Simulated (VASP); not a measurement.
VASP runs on HgS (space group F-43m) share one base input (LDA (Ceperley-Alder, Perdew-Zunger), plane waves, VASP's LDA PAW potentials (set 64)) and change the settings named in each case.

### KPOINTS
```
Automatic mesh
0
Gamma
7 7 7
0 0 0
```

### POSCAR
```
HgS
1
    0.0000000000     2.9823300000     2.9823300000
    2.9823300000     0.0000000000     2.9823300000
    2.9823300000     2.9823300000     0.0000000000
Hg S
1 1
Direct
  0.0000000000   0.0000000000   0.0000000000
  0.2500000000   0.2500000000   0.2500000000
```

**INCAR**
```
# general
SYSTEM =HgS
PREC   =Accurate
ENCUT  =300   # plane-wave cut-off (eV)
LREAL  =.FALSE.
LASPH  =.TRUE.

# electronic loop
EDIFF  =1E-6
NELM   =100   # most electronic steps
ALGO   =Normal   # blocked Davidson
LMAXMIX=6   # l cut-off of mixed one-centre charges

# smearing
ISMEAR =-1
SIGMA  =0.02

# ions
ISIF   =2   # forces and stress, cell fixed

# output
LWAVE  =.FALSE.
LCHARG =.FALSE.
```

POTCAR, in this order: Hg S (LDA.64 set). Program: vasp_std.

```
change                                                                                                              E(σ→0) (eV/atom)  pressure (GPa)    −TS (eV)
------------------------------------------------------------------------------------------------------------------  ----------------  --------------  ----------
base run                                                                                                                     -2.9633           -4.21     -0.0002
GGA = PS, POTCAR Hg S (PBE.64 set)                                                                                           -2.6303      (withheld)     -0.0002
GGA_COMPAT = .FALSE., LNONCOLLINEAR = .TRUE., LSORBIT = .TRUE., MAGMOM = 0.0 0.0 0.0 0.0 0.0 0.0, program vasp_ncl           -3.1048      (withheld)  (withheld)
KPOINTS 5×5×5 Γ-centred mesh                                                                                                 -2.9565           -4.12     -0.0006
```

Task: Fill in the missing entries.

Result: 
- GGA = PS, POTCAR Hg S (PBE.64 set), pressure (GPa): -2.56
- GGA_COMPAT = .FALSE., LNONCOLLINEAR = .TRUE., LSORBIT = .TRUE., MAGMOM = 0.0 0.0 0.0 0.0 0.0 0.0, program vasp_ncl, pressure (GPa): -4.86
- GGA_COMPAT = .FALSE., LNONCOLLINEAR = .TRUE., LSORBIT = .TRUE., MAGMOM = 0.0 0.0 0.0 0.0 0.0 0.0, program vasp_ncl, −TS (eV): -0.0001

Energies of different potentials or functionals have different zeros. Unless said otherwise, spin-orbit coupling is left out, though it shifts the bands of the heavy elements here.

Left out are runs that ran out of time, are held back, or changed the cell or the kind of run, fixed moments of cells without a moment, rows past the twelfth, gaps on odd meshes, pressures of charged cells and columns that move by less than the noise.

The structure is a typed HgS crystal (F-43m). The cell was not relaxed at this level, its lattice was scaled by up to 2.5 %.
